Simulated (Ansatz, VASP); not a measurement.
## SrAl: VASP beside Ansatz

```
CELL_PARAMETERS angstrom
3.67320 0.00000 0.00000
-1.83660 3.18109 0.00000
0.00000 0.00000 28.99474
ATOMIC_POSITIONS crystal
Sr 0.00000 0.00000 0.23743
Al 0.00000 0.00000 0.34888
```

Alike in both runs: functional PBE; k mesh 6 × 6 × 1; occupations gaussian, width 0.1 eV; no spin polarisation.

Ansatz relaxed the structure, and its values are those at the end. VASP's run is a single point on that final structure, the one shown.

```csv
,VASP,Ansatz
version,VASP 6.6.1,Ansatz 0.2.0
potentials or method,"VASP PAW PBE potentials, release 64 (Sr_sv, Al)","scalar-relativistic, plane waves, PAW"
plane-wave cutoff (eV),520,420
valence electrons in the cell,13,13
```

|  | VASP | Ansatz | Ansatz less VASP |
| --- | --- | --- | --- |
| gap on the k mesh at the Fermi level (eV) | none | none | - |
| rms of the force components (eV/Å) | 0.007 | 0.006 | -0.0019 |

A gap of «none» marks a metal or a gap that the smearing closes. With one functional, cell and mesh, what is left measures potentials, basis and numerics. Ansatz warned: «slab_cell_height_set».
